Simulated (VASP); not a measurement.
The system is Sc.

```xyz
2
Lattice="3.3090 0.0000 0.0000 -1.6545 2.8657 0.0000 0.0000 0.0000 5.2733" Properties=species:S:1:pos:R:3 pbc="T T T"
Sc    0.0000    1.9105    1.3183
Sc    1.6545    0.9552    3.9550
```

| Property | Result |
| --- | --- |
| Program | VASP 6.6.1 |
| Task | relaxation of cell and atoms |
| Functional | PBE |
| Potentials or basis | VASP PAW PBE potentials, release 64 (Sc_sv) |
| Cutoff | 600 eV |
| k mesh | 15 × 15 × 7 |
| Occupations | methfessel-paxton, width 0.1 eV |
| Spin | no spin polarisation |

At the start: pressure -0.7 GPa; volume 25.00 Å³/atom.

How do energy, volume and symmetry change on relaxing?

Over 4 steps the energy falls by 3.6 meV/atom and the volume is 24.64 Å³/atom (-1.5 %); space group P6_3/mmc (No. 194, to 0.05 Å).

The path:
```csv
step,energy change (eV),largest force (eV/Å),pressure (GPa),volume (Å³)
1,0.0000,0.0000,-0.70,50.00
2,-0.0059,0.0000,0.13,49.22
3,-0.0063,0.0000,0.39,48.97
4,-0.0073,0.0000,0.04,49.28
```

Final structure:
```xyz
2
Lattice="3.3228 0.0000 0.0000 -1.6614 2.8776 0.0000 0.0000 0.0000 5.1535" Properties=species:S:1:pos:R:3 pbc="T T T"
Sc    0.0000    1.9184    1.2884
Sc    1.6614    0.9592    3.8651
```
